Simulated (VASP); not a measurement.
Input of a VASP 6.6.1 run:

The input INCAR:

```
PREC = Accurate ; ENCUT = 520
EDIFF = 1E-6 ; ISMEAR = 0
SIGMA = 0.1 ; LREAL = F
LASPH = T ; NELM = 100
ALGO = Normal ; ISIF = 2
LWAVE = F ; LCHARG = F
GGA = PE ; NBANDS = 65
```

Contents of KPOINTS:

```
regular mesh
0
Gamma
  4 4 4
```

The input POSCAR:

```
Lu4C3
1.0
    4.7524075900      0.0000000000      0.0000000000
    0.0000000000      4.7524075900      0.0000000000
    0.0000000000      0.0000000000      4.7524075900
Lu C
4 3
Direct
    0.5000000000      0.5000000000      0.5000000000
    0.5000000000      0.0000000000      0.0000000000
    0.0000000000      0.5000000000      0.0000000000
    0.0000000000      0.0000000000      0.5000000000
    0.5000000000      0.5000000000      0.0000000000
    0.0000000000      0.5000000000      0.5000000000
    0.5000000000      0.0000000000      0.5000000000
```

Potentials or basis: VASP PAW PBE potentials, release 64 (Lu, C).

The run is started by

```console
$ cat potpaw_PBE.64/Lu/POTCAR potpaw_PBE.64/C/POTCAR > POTCAR
$ mpirun -np 1 vasp_std > vasp.out
```

Task: Predict the band gap on the k mesh.

Result: None (metal or under the smearing width).

Task: Estimate the pressure.

Result: 13.2 GPa.

The run has no spin-orbit coupling, so splittings on Lu are missing.
